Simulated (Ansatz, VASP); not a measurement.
## LuF4: VASP beside Ansatz

```
Lu F
1.0
     3.99468    0.00000    0.00000
     0.00000    3.99468    0.00000
     0.00000    0.00000    3.99468
Lu F
1 4
Direct
  0.00000 0.00000 0.00000
  0.50000 0.50000 0.50000
  0.00000 0.50000 0.50000
  0.50000 0.00000 0.50000
  0.50000 0.50000 0.00000
```

Alike in both runs: functional PBE; k mesh 10 × 10 × 10; occupations gaussian, width 0.1 eV; no spin polarisation.

Ansatz relaxed the structure, and its values are those at the end. VASP's run is a single point on that final structure, the one shown.

|  | VASP | Ansatz |
| --- | --- | --- |
| version | VASP 6.6.1 | Ansatz 0.2.0 |
| potentials or method | VASP PAW PBE potentials, release 64 (Lu, F) | scalar-relativistic, plane waves, PAW |
| plane-wave cutoff (eV) | 520 | 420 |
| valence electrons in the cell | 53 | 53 |

```csv
,VASP,Ansatz,Ansatz less VASP
gap on the k mesh at the Fermi level (eV),none,none,-
pressure (GPa),-0.3,0.0,+0.29
```

A gap of «none» marks a metal or a gap that the smearing closes. With one functional, cell and mesh, what is left measures potentials, basis and numerics.

Caveats: an odd number of electrons without spin polarisation forces a metal; a magnetic or distorted state may lie lower. Spin-orbit coupling is left out, which matters for the levels of Lu.
